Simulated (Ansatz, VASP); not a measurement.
**Cross-check of GaAs between VASP and Ansatz**

One calculation is typed for both programs; each brings its own data sets. How far apart do they land? The cell is taken from a series of runs on this material, whose earlier steps may have relaxed, scaled, displaced or heated it; both programs get it as it stands.

Main program and level: Ansatz 0.2.0; plane waves, with VASP 6.6.1 beside it; relaxation of cell and atoms at LDA.

## 1. The starting structure

The structure is cubic, space group F-43m (No. 216). The conventional cell has a = 5.603 Å, b = 5.603 Å, c = 5.603 Å, α = 90.00°, β = 90.00°, γ = 90.00°. Nearest to Ga lie 4 As at 2.43 Å. Nearest to As lie 4 Ga at 2.43 Å. Farther neighbours are not listed.

## 2. Ansatz: relaxation of cell and atoms, LDA

Ansatz runs on its default PAW (the set named soft_2) files.

The relaxed volume is the usual yardstick between codes: in a stiff, nearly cubic crystal its relative difference is about their pressure difference at one cell divided by the bulk modulus.

The input, input.yaml:

```yaml
crystal:
  lattice:
    - [0.0, 2.8015748695, 2.8015748695]
    - [2.8015748695, 0.0, 2.8015748695]
    - [2.8015748695, 2.8015748695, 0.0]
  atoms:
    - { symbol: Ga, position: [0.0, 0.0, 0.0] }
    - { symbol: As, position: [0.25, 0.25, 0.25] }
kpoints:
  mp_grid: { grid: [12, 12, 12] }
hamiltonian:
  xc: lda
scf:
  occupations: { method: fixed }
  lower_state_search: "off"
output:
  forces: true
  stress: true
  eigenvalues: true
  write_density: true
  write_potential: true
  elf: true
  volumetric_format: npy
basis:
  ecutwfc: 320.0
relax:
  adjacent_minimum: "off"
  f_tol: 0.001
  max_steps: 60
  cell: { stress_tol: 0.01 }
```

The run is started by

```sh
ansatz run input.yaml --threads 8 --pin off --max-ram 16384MiB --backend cpu --events-out ev --progress --plain --runs-dir out
```

Numbers of over 12 decimals in the logs are rounded to 6 here.

The log of the run:

```text
Warning: basis.ecutwfc = 320 eV is below the records' recommended 420 eV, and the density's cutoff is lower with it unless basis.ecutrho_ratio is high enough to keep the records' density cutoff: compare with a run at a higher cutoff
Engine: ansatz 0.2.0, aarch64-unknown-linux-gnu
Pseudopotentials: kind: paw
Pseudopotential: Ga, paw, valence charge 13, recommended cutoff 420 eV (normal), Ga.paw.azcp
Pseudopotential: As, paw, valence charge 15, recommended cutoff 420 eV (normal), As.paw.azcp
Functional definition: SPW92
  exchange = slater_x
  correlation = pw_c
Crystal: 2 atoms, lattice volume = 43.978 Å³
Basis set: ecut = 320 eV, 537 PW (Γ)
Bands: 18, of which v1, the nominal top of the filled ones, is band 14 counted from 1 (13 counted from 0)
Symmetry: 24 space group operations
Space group: F-43m (ITA 216), of the structure as read, at distance tolerance 3.5e-5 Å
k-points: 72 of 1728 (time reversal used)
Non-local potential: Ga, projectors of the file, l = 0: 2, l = 1: 2, l = 2: 3, l = 3: 1
Non-local potential: As, projectors of the file, l = 0: 2, l = 1: 2, l = 2: 3, l = 3: 1
PAW form: soft (Blöchl's): semilocal exchange-correlation on the pseudo side does not see the compensation charge
PAW frozen core: Ga, regenerated for the run's functional, and the local potential with it (the file was generated under x = pbe(κ = 0.804, μ = 0.219515), c = pbe(β = 0.066725))
PAW frozen core: As, regenerated for the run's functional, and the local potential with it (the file was generated under x = pbe(κ = 0.804, μ = 0.219515), c = pbe(β = 0.066725))
PAW one-centre angular grid: Ga, 590 points (default); XC on 64 Gauss nodes
PAW one-centre angular grid: As, 590 points (default); XC on 64 Gauss nodes
Initial density: superposition of atomic densities (neutral atoms: chi_scale 0, normalization atom), corrected by the library's trained network
Initial wavefunctions: pseudopotential atomic-orbital guess
Functional: x = slater, c = lda
SCF iter   1: F=—  HF=-8481.236411 eV  |F-HF|=—  |Δ(HF+E_count)|=         —  Δρ=5.06e-3  dr2=7.68e-3  ethr=1.77e-3  ⟨swp⟩=4.2  Hψ=5142  notcnv=0  defer=108
preconditioner: auto → none  [insulator: Δε(μ)=0.451 eV  Ē_g=15.603 eV  n_scr=14 (ndim 8)  ℏωp=23.8 eV  f_vac=0.081  ε∞_Penn≈3.3]
SCF iter   2: F=—  HF=-8481.230415 eV  |F-HF|=—  |Δ(HF+E_count)|=   6.00e-3  Δρ=2.08e-3  dr2=1.04e-3  ethr=2.74e-5  ⟨swp⟩=2.0  Hψ=3028  notcnv=0  defer=136
SCF iter   3: F=—  HF=-8481.230215 eV  |F-HF|=—  |Δ(HF+E_count)|=   2.00e-4  Δρ=7.04e-4  dr2=1.28e-4  ethr=3.73e-6  ⟨swp⟩=2.0  Hψ=1399  notcnv=0  defer=136
SCF iter   4: F=—  HF=-8481.230198 eV  |F-HF|=—  |Δ(HF+E_count)|=   1.72e-5  Δρ=7.41e-5  dr2=2.87e-6  ethr=4.56e-7  ⟨swp⟩=2.1  Hψ=2312  notcnv=0  defer=16
SCF iter   5: F=—  HF=-8481.230197 eV  |F-HF|=—  |Δ(HF+E_count)|=   5.24e-7  Δρ=2.42e-5  dr2=2.36e-7  ethr=1.03e-8  ⟨swp⟩=2.0  Hψ=2304  notcnv=0
SCF iter   6: F=-8481.230197 eV  HF=-8481.230197 eV  |F-HF|=2.30e-9  |Δ(HF+E_count)|=   1.19e-7  Δρ=6.01e-6  dr2=1.13e-8  ethr=3.57e-10  ⟨swp⟩=8.4  Hψ=8607  notcnv=0
SCF 1 converged in 6 iterations: F = -8481.230197 eV  dr2 = 1.13e-8
  greatest PAW one-centre occupation: 0.999 electrons in one spin orbital (limit 2), on the As atom at site 1 (counted from 0), in its partial waves of l = 2
relax step   1: F+E_penalty+E_count = -8481.23019721 eV  Δ(F+E_penalty+E_count) = +0.000e0 eV  max|allowed force component| = 1.226e-16 eV/Å  Δτ_max = 0.0000 Å  P = -0.024 GPa  Ω = 43.978 Å³  (6 SCF iters, dr2 threshold 1.00e-7 eV, accepted)
[...]
relax step   2: F+E_penalty+E_count = -8481.23039321 eV  Δ(F+E_penalty+E_count) = -1.960e-4 eV  max|allowed force component| = 3.296e-17 eV/Å  Δτ_max = 0.0000 Å  P = +0.002 GPa  Ω = 43.967 Å³  energy of the carried Pulay correction = +1.952e-4 eV  (4 SCF iters, dr2 threshold 1.50e-9 eV, accepted)
[...]
relax step   3: F+E_penalty+E_count = -8481.23039321 eV  Δ(F+E_penalty+E_count) = -4.729e-11 eV  max|allowed force component| = 3.296e-17 eV/Å  Δτ_max = 0.0000 Å  P = -0.006 GPa  Ω = 43.967 Å³  stress off target by 5.83e-3 GPa  SCF on the basis re-selected at this cell (its energy is not comparable with the rows above)  (5 SCF iters)
basis re-selected at this cell: Δ(F+E_penalty+E_count) = -4.729e-11 eV, ΔP = -0.008 GPa vs the last step (what re-selecting the basis moved, of the pressure what is left beyond the Pulay correction that the steps carried, after the strain that the cell walked since its last selection, with what the two solves' SCF thresholds leave and, on support functions, any second-order correction that the steps lacked; it is no  [...]
SCF converged after 5 iterations
Free energy (F): -8481.230393 eV
Harris-Foulkes:  -8481.230393 eV  (|F-HF|=3.64e-12)
Internal energy: -8481.230393 eV  (E = F + TS)
E sigma→0 (E₀):  -8481.230393 eV
Fermi energy:    8.246075 eV
--- Per-component energies (eV) ---
  E_band       = -316.064499
  E_kinetic    = 220.732314
  E_local      = -3888.341512  (includes V_loc(G=0)·N_el)
  E_nonlocal   = -236.259531
  E_hartree    = 1959.105492
  E_xc         = -148.261049
  E_vxc        = -138.827992  (∫ρ·V_xc dr)
  E_paw        = -3668.697768  (= ΣΔE_a)
  E_vpaw       = -191.580709  (= ΣTr[D̂ρ^β])
  E_aug_tail   = 0.001972  (compensation charges beyond the density's cutoff)
  E_ewald      = -2723.314021
  E_core_change = 3.803710  (= ΣΔE_core)
  E_smearing   = -0.000000  (= −TS)
  E_closure    = 0.000000  (closes the sum)
  Σ components = -8481.230393   (vs F -8481.230393, Δ=0.00e0)
--- Forces (eV/Å), atoms counted from 1 ---
  atom   1  Ga     0.00000000    -0.00000000    -0.00000000
  atom   2  As    -0.00000000    -0.00000000     0.00000000
  max |Σ_I F_I| component: 6.36e-17 eV/Å
--- Stress (GPa, compression-positive) ---
       -0.005829       0.000000       0.000000
        0.000000      -0.005829       0.000000
        0.000000       0.000000      -0.005829
  P = ⅓ Tr σ = -0.0058 GPa (-0.058 kbar)
--- Band table (eV; the first three rows and the last of 72) ---
  k-point 0: bands = [... 10 lower, -4.7394, 8.2461, 8.2461, 8.2461, 8.7274, 11.9468, 11.9468, 11.9468]
  k-point 1: bands = [... 10 lower, -4.6550, 6.9887, 8.1259, 8.1259, 9.5881, 12.0977, 12.1210, 12.1210]
  k-point 2: bands = [... 10 lower, -4.4084, 5.4524, 7.8449, 7.8449, 9.8385, 12.5078, 12.5078, 12.9050]
  k-point 71: bands = [... 10 lower, -2.0659, 1.4389, 4.5586, 4.7491, 12.9038, 12.9083, 13.6352, 14.2197]
--- Relaxed structure (2 steps of the walk, 2 accepted, 1 SCFs on fresh bases) ---
  F+E_penalty+E_count = -8481.23039321 eV   max|allowed force component| = 3.296e-17 eV/Å   (the final SCF, on the basis selected at the relaxed cell)
  cell:  # Å, volume = 43.9665 Å³
    - [0, 2.801329, 2.801329]
    - [2.801329, 0, 2.801329]
    - [2.801329, 2.801329, 0]
  atoms:
    - { symbol: Ga, position: [0, 0, 0] }
    - { symbol: As, position: [0.25, 0.25, 0.25] }
```

Reading the cycles: dr2 is the Hartree energy of the density residual (eV), the measure of convergence; HF is the Harris–Foulkes estimate of the energy, which meets the free energy F at convergence.

## 3. VASP: relaxation of cell and atoms, LDA

The same cell, functional (in two slightly different forms) and mesh now go to VASP, with its own data sets.

Lines of VASP's logs that name or quote its potential files are left out, and so is its time.

The input, INCAR:

```
SYSTEM = GaAs
PREC = Accurate
ENCUT = 500
EDIFF = 1E-07
NELM = 120
ISMEAR = 0
SIGMA = 0.01
LREAL = .FALSE.
ALGO = Normal
GGA = CA
NBANDS = 15
LORBIT = 11
LWAVE = .FALSE.
LCHARG = .FALSE.
ISIF = 3
IBRION = 2
NSW = 80
EDIFFG = -0.005
LASPH = .TRUE.
GGA_COMPAT = .FALSE.
NELMIN = 4
EFERMI = MIDGAP
```

The input, POSCAR:

```
GaAs
1.0
    0.0000000000      2.8015750000      2.8015750000
    2.8015750000      0.0000000000      2.8015750000
    2.8015750000      2.8015750000      0.0000000000
Ga As
1 1
Direct
    0.0000000000      0.0000000000      0.0000000000
    0.2499999108      0.2499999108      0.2499999108
```

The input, KPOINTS:

```
Automatic mesh
0
Gamma
12 12 12
0 0 0
```

PAW data sets: Ga_d and As (LDA family, release 64).

The run is started by

```sh
mpirun -np 1 vasp_std
```

The log of the run:

```text
[banner, memory and clock lines left out]
running    1 mpi-ranks, on    1 nodes
 distrk:  each k-point on    1 cores,    1 groups
 distr:  one band on    1 cores,    1 groups

 POSCAR found type information on POSCAR GaAs
 POSCAR found :  2 types and       2 ions
 LDA part: xc-table for (Slater(with rela. corr.)+CA(PZ))
 , standard interpolation
 POSCAR, INCAR and KPOINTS ok, starting setup
 FFT: planning ... GRIDC
 FFT: planning ... GRID_SOFT
 FFT: planning ... GRID
 WAVECAR not read
 entering main loop
       N       E                     dE             d eps       ncg     rms          rms(c)
DAV:   1     0.788473253694E+02    0.78847E+02   -0.89080E+03  2215   0.161E+03
DAV:   2    -0.352173367744E+01   -0.82369E+02   -0.79015E+02  2405   0.306E+02
DAV:   3    -0.977551302329E+01   -0.62538E+01   -0.62282E+01  2685   0.677E+01
DAV:   4    -0.987517701356E+01   -0.99664E-01   -0.99634E-01  2491   0.951E+00
DAV:   5    -0.987668874997E+01   -0.15117E-02   -0.15117E-02  2804   0.106E+00    0.308E+00
DAV:   6    -0.968787233128E+01    0.18882E+00   -0.22987E-01  3310   0.887E+00    0.180E+00
DAV:   7    -0.964516000045E+01    0.42712E-01   -0.67325E-02  3088   0.202E+00    0.525E-01
DAV:   8    -0.964198116199E+01    0.31788E-02   -0.90866E-03  2678   0.111E+00    0.110E-01
DAV:   9    -0.964195068793E+01    0.30474E-04   -0.71457E-04  2721   0.338E-01    0.418E-02
DAV:  10    -0.964195537581E+01   -0.46879E-05   -0.40926E-05  3316   0.703E-02    0.219E-02
DAV:  11    -0.964196013009E+01   -0.47543E-05   -0.66679E-06  2545   0.405E-02    0.245E-03
DAV:  12    -0.964196001370E+01    0.11640E-06   -0.47132E-07  2657   0.101E-02    0.194E-03
DAV:  13    -0.964196001341E+01    0.28194E-09   -0.69628E-08  1815   0.222E-03
   1 F= -.96419600E+01 E0= -.96419600E+01  d E =-.964196E+01
 curvature:   0.00 expect dE= 0.000E+00 dE for cont linesearch  0.000E+00
 trial: gam= 0.00000 g(F)=  0.362E-41 g(S)=  0.561E-03 ort = 0.000E+00 (trialstep = 0.100E+01)
 search vector abs. value=  0.561E-03
 bond charge predicted
       N       E                     dE             d eps       ncg     rms          rms(c)
DAV:   1    -0.964848297510E+01   -0.65230E-02   -0.78423E-02  2713   0.529E+00    0.456E-01
DAV:   2    -0.964349579561E+01    0.49872E-02   -0.81389E-03  2671   0.198E+00    0.208E-01
DAV:   3    -0.964223808319E+01    0.12577E-02   -0.13141E-03  2769   0.694E-01    0.457E-02
DAV:   4    -0.964212108328E+01    0.11700E-03   -0.12824E-04  2518   0.153E-01    0.161E-02
DAV:   5    -0.964210233512E+01    0.18748E-04   -0.98861E-06  2803   0.419E-02    0.370E-03
DAV:   6    -0.964210207810E+01    0.25702E-06   -0.58456E-07  2743   0.977E-03    0.234E-03
DAV:   7    -0.964210206395E+01    0.14153E-07   -0.97413E-08  1416   0.597E-03
   2 F= -.96421021E+01 E0= -.96421021E+01  d E =-.142051E-03
 trial-energy change:   -0.000142  1 .order   -0.000142   -0.000561    0.000277
 step:   0.6697(harm=  0.6697)  dis= 0.00000  next Energy=    -9.642148 (dE=-0.188E-03)
 bond charge predicted
       N       E                     dE             d eps       ncg     rms          rms(c)
DAV:   1    -0.964284552667E+01   -0.74345E-03   -0.84981E-03  2713   0.172E+00    0.151E-01
DAV:   2    -0.964229881425E+01    0.54671E-03   -0.90469E-04  2678   0.677E-01    0.684E-02
DAV:   3    -0.964216262479E+01    0.13619E-03   -0.13749E-04  2762   0.224E-01    0.155E-02
DAV:   4    -0.964214967059E+01    0.12954E-04   -0.13708E-05  2475   0.486E-02    0.534E-03
DAV:   5    -0.964214761938E+01    0.20512E-05   -0.10904E-06  2811   0.139E-02    0.118E-03
DAV:   6    -0.964214759425E+01    0.25127E-07   -0.50096E-08  1283   0.282E-03
   3 F= -.96421476E+01 E0= -.96421476E+01  d E =-.187581E-03
 curvature:  -0.33 expect dE=-0.573E-06 dE for cont linesearch -0.573E-06
 trial: gam=-0.05217 g(F)=  0.264E-41 g(S)=  0.171E-05 ort = 0.310E-04 (trialstep = 0.934E+00)
 search vector abs. value=  0.532E-08
 reached required accuracy - stopping structural energy minimisation
```

Parts of OUTCAR (step 3):

```text
ion  position               nearest neighbor table
   1  0.000  0.000  0.000-   2 2.43   2 2.43   2 2.43   2 2.43
   2  0.250  0.250  0.250-   1 2.43   1 2.43   1 2.43   1 2.43

  LATTYP: Found a face centered cubic cell.
 ALAT       =     5.6031500000

 Subroutine GETGRP returns: Found 24 space group operations
 (whereof 24 operations were pure point group operations)

The static configuration has the point symmetry T_d .

 Found     72 irreducible k-points:

   k-points           NKPTS =     72   k-points in BZ     NKDIM =     72   number of bands    NBANDS=     15

   dimension x,y,z NGX =    30 NGY =   30 NGZ =   30
   dimension x,y,z NGXF=    60 NGYF=   60 NGZF=   60

   ENCUT  =  500.0 eV  36.75 Ry    6.06 a.u.   7.22  7.22  7.22*2*pi/ulx,y,z

   NELECT =      18.0000    total number of electrons

 k-points in reciprocal lattice and weights: Automatic mesh
   0.00000000  0.00000000  0.00000000       0.001
   0.08333333  0.00000000  0.00000000       0.005
   0.16666667  0.00000000  0.00000000       0.005
   0.25000000  0.00000000  0.00000000       0.005
   0.33333333  0.00000000  0.00000000       0.005
   0.41666667  0.00000000  0.00000000       0.005
   0.50000000  0.00000000  0.00000000       0.002
   0.08333333  0.08333333  0.00000000       0.003
   0.16666667  0.08333333  0.00000000       0.014
[...]
-0.33333333  0.50000000  0.16666667       0.007
  -0.25000000  0.50000000  0.25000000       0.003

 average (electrostatic) potential at core
       1 -67.3330       2 -53.5902

 E-fermi :   4.2709

 k-point     1 :       0.0000    0.0000    0.0000
  band No.  band energies     occupation
    ...
      5     -10.8668      2.00000
      6      -8.9101      2.00000
      7       4.0189      2.00000
      8       4.0189      2.00000
      9       4.0189      2.00000
     10       4.5228      0.00000
     11       7.6989      0.00000
     12       7.6989      0.00000
     13       7.6989      0.00000
     14      11.4365      0.00000
    ...

 k-point     2 :       0.0833    0.0000    0.0000
  band No.  band energies     occupation
    ...
      5     -10.8669      2.00000
      6      -8.8257      2.00000
      7       2.7750      2.00000
      8       3.9000      2.00000
      9       3.9000      2.00000
     10       5.3727      0.00000
     11       7.8546      0.00000
     12       7.8735      0.00000
     13       7.8735      0.00000
     14      11.9242      0.00000
    ...

 k-point     3 :       0.1667    0.0000    0.0000
  band No.  band energies     occupation
    ...
      5     -10.8670      2.00000
      6      -8.5796      2.00000
      7       1.2431      2.00000
      8       3.6219      2.00000
      9       3.6219      2.00000
     10       5.6190      0.00000
     11       8.2616      0.00000
     12       8.2616      0.00000
     13       8.6680      0.00000
     14      12.8319      0.00000
    ...

  Total        0.0048625      0.0048625      0.0048625      0.0000000      0.0000000      0.0000000
  in kB        0.1763944      0.1763944      0.1763944      0.0000000      0.0000000      0.0000000
  external PRESSURE =       0.1763944 kB  Pullay stress =       0.0000000 kB

  energy-cutoff  :      500.00
  volume of cell :       44.17
      direct lattice vectors                 reciprocal lattice vectors
     0.000000000  2.805560195  2.805560195    -0.178217527  0.178217527  0.178217527
     2.805560195  0.000000000  2.805560195     0.178217527 -0.178217527  0.178217527
     2.805560195  2.805560195  0.000000000     0.178217527  0.178217527 -0.178217527

 POSITION                                       TOTAL-FORCE (eV/Angst)
 -----------------------------------------------------------------------------------
      0.00000      0.00000      0.00000         0.000000     -0.000000      0.000000
      1.40278      1.40278      1.40278        -0.000000      0.000000     -0.000000
 -----------------------------------------------------------------------------------
    total drift:                                0.000075      0.000075      0.000075

  FREE ENERGIE OF THE ION-ELECTRON SYSTEM (eV)
  ---------------------------------------------------
  free  energy   TOTEN  =        -9.6421475943 eV

  energy  without entropy=       -9.6421475943  energy(sigma->0) =       -9.64214759

 reached required accuracy - stopping structural energy minimisation

 total charge
# of ion       s       p       d       tot
------------------------------------------
    1        0.895   0.829   9.997  11.721
    2        1.217   1.609   0.033   2.859
--------------------------------------------------
tot          2.112   2.438  10.030  14.579

[... 3 further parts left out ...]
```

CONTCAR:

```
GaAs
   1.00000000000000
     0.0000000000000000    2.8055601952214650    2.8055601952214650
     2.8055601952214650    0.0000000000000000    2.8055601952214650
     2.8055601952214650    2.8055601952214650    0.0000000000000000
  Ga              As
     1     1
Direct
     0.0000000000000000    0.0000000000000000    0.0000000000000000
     0.2499999107999997    0.2499999107999997    0.2499999107999997
```

The run keeps the 24 symmetry operations of its start, so it cannot find a distortion of lower symmetry.

## 4. Differences

Known differences besides the potentials themselves: the two LDA forms differ slightly; fixed occupations in Ansatz, narrow Gaussian smearing in VASP; the data sets hold 28 valence electrons in Ansatz (on its default PAW (the set named soft_2) files) and 18 in VASP; the cutoff is 320 eV in Ansatz and 500 eV in VASP; VASP's log shows a relativistic correction to its local exchange, Ansatz's none; Ansatz adds a Pulay correction to the stress that steers its cell, VASP none; Ansatz's log warns that its cutoff lies below the recommended one. Total energies have different zeros and are not compared.

The two programs side by side:

```tsv
quantity	Ansatz	VASP	difference
volume (Å³)	43.97	44.17	-0.45 %
edge a after relaxation, in the typed setting (Å)	3.962	3.968	-0.15 %
```

## 5. Outcome

| Item | Value |
| --- | --- |
| difference in volume (relaxation of cell and atoms, LDA) | -0.45 % |

**Reading.** The difference in volume is -0.45 % (relaxation of cell and atoms, LDA), within the 1.2 % picked in this series as the mark of a large difference, as far as the stopping tolerances let one tell. The data sets hold unlike numbers of valence electrons (28 in Ansatz and 18 in VASP), so part of the differences comes from the potentials. How closely two codes agree says nothing of how well the functional describes the real material.

[Lines on the potential files, build, host, timing and source positions are cut from VASP's logs without a mark.]

[Logs are printed without paths, hosts, clocks, repeated set-up lines and the standing remarks that a program may print on its own settings, such as how far it seeks lower states.]

[Hosts, paths, dates, database ids (printed as entryN), source tags and the programs' standing remarks are cut or masked in the printed files.]
